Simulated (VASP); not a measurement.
Output of a VASP run:

File OSZICAR:
```
       N       E                     dE             d eps       ncg     rms          rms(c)
DAV:   1     0.594842961828E+02    0.59484E+02   -0.80257E+03   536   0.103E+03
DAV:   2    -0.368793800999E+02   -0.96364E+02   -0.93205E+02   615   0.273E+02
DAV:   3    -0.407791045288E+02   -0.38997E+01   -0.38883E+01   600   0.566E+01
DAV:   4    -0.407987459029E+02   -0.19641E-01   -0.19639E-01   595   0.390E+00
DAV:   5    -0.407988736213E+02   -0.12772E-03   -0.12772E-03   580   0.284E-01    0.597E+00
DAV:   6    -0.358752110702E+02    0.49237E+01   -0.38089E+00   520   0.304E+01    0.799E+00
DAV:   7    -0.358657588447E+02    0.94522E-02   -0.35186E-01   520   0.755E+00    0.443E+00
DAV:   8    -0.358279366472E+02    0.37822E-01   -0.34944E-01   525   0.517E+00    0.748E-01
DAV:   9    -0.359078105731E+02   -0.79874E-01   -0.97522E-02   530   0.280E+00    0.534E-01
DAV:  10    -0.358935945760E+02    0.14216E-01   -0.11317E-02   530   0.105E+00    0.331E-01
DAV:  11    -0.359102638975E+02   -0.16669E-01   -0.16785E-02   525   0.131E+00    0.895E-02
DAV:  12    -0.359111334698E+02   -0.86957E-03   -0.10177E-03   585   0.318E-01    0.106E-01
DAV:  13    -0.359113132962E+02   -0.17983E-03   -0.39794E-04   520   0.206E-01    0.172E-02
DAV:  14    -0.359117722905E+02   -0.45899E-03   -0.27530E-04   530   0.180E-01    0.567E-03
DAV:  15    -0.359117850721E+02   -0.12782E-04   -0.22119E-05   585   0.433E-02    0.331E-03
DAV:  16    -0.359117874789E+02   -0.24067E-05   -0.15194E-05   530   0.381E-02    0.309E-03
DAV:  17    -0.359117896473E+02   -0.21684E-05   -0.12142E-06   375   0.117E-02    0.750E-04
DAV:  18    -0.359117929765E+02   -0.33292E-05   -0.14916E-06   434   0.141E-02    0.449E-04
DAV:  19    -0.359117929864E+02   -0.99064E-08   -0.42851E-08   265   0.205E-03
   1 F= -.35911793E+02 E0= -.35911793E+02  d E =-.359118E+02
```

File OUTCAR:
```
------------------------ aborting loop because EDIFF is reached ----------------------------------------
  FORCE on cell =-STRESS in cart. coord.  units (eV):
  Direction    XX          YY          ZZ          XY          YZ          ZX
  --------------------------------------------------------------------------------------
  Total        0.0172970      0.0172970      0.0172970      0.0000000      0.0000000      0.0000000
  in kB        0.4821960      0.4821960      0.4821960      0.0000000      0.0000000      0.0000000
  external PRESSURE =       0.4821960 kB  Pullay stress =       0.0000000 kB
  volume of cell :       57.47
      direct lattice vectors                 reciprocal lattice vectors
     0.000000000  3.062969732  3.062969732    -0.163240268  0.163240268  0.163240268
     3.062969732  0.000000000  3.062969732     0.163240268 -0.163240268  0.163240268
     3.062969732  3.062969732  0.000000000     0.163240268  0.163240268 -0.163240268
  FREE ENERGIE OF THE ION-ELECTRON SYSTEM (eV)
  ---------------------------------------------------
  free  energy   TOTEN  =       -35.9117929864 eV

  energy  without entropy=      -35.9117929864  energy(sigma->0) =      -35.91179299

 reached required accuracy - stopping structural energy minimisation
```
(Selected blocks of OUTCAR.)

**POSCAR**
```
CdSe
1
   -0.0000000000     3.0629697318     3.0629697318
    3.0629697318    -0.0000000000     3.0629697318
    3.0629697318     3.0629697318    -0.0000000000
Cd Se
1 1
Direct
  0.0000000000   0.0000000000   0.0000000000
  0.2500000000   0.2500000000   0.2500000000
```

**Question.** Reconstruct the remaining input files.

**Answer.** Several could match; the one computed here: the input of the run itself, r2SCAN meta-GGA, plane waves, VASP's PBE PAW potentials (set 64).

INCAR:
```
! general
SYSTEM  = CdSe
PREC    = Accurate
ENCUT   = 400   ! plane-wave cut-off (eV)
LREAL   = .FALSE.   ! projection in real space or not
LASPH   = .TRUE.   ! aspherical one-centre terms

! electronic loop
EDIFF   = 1E-6
NELM    = 100   ! most electronic steps
ALGO    = Normal   ! blocked Davidson
LMAXMIX = 4
LMIXTAU = .TRUE.

! smearing
ISMEAR  = 0   ! Gaussian
SIGMA   = 0.05   ! width (eV)

! functional
METAGGA = R2SCAN

! ions
IBRION  = 2
NSW     = 60   ! most ionic steps
ISIF    = 3
EDIFFG  = -0.01   ! ionic stop

! output
LWAVE   = .FALSE.
LCHARG  = .FALSE.
```

### KPOINTS
```
Automatic
0
Gamma
7 7 7
0 0 0
```

POTCAR, in this order: Cd Se (PBE.64 set). Program: vasp_std.

The compound is CdSe in the zinc blende structure, whereas wurtzite is the usual form. It was relaxed first. The start is the result of an earlier pass.
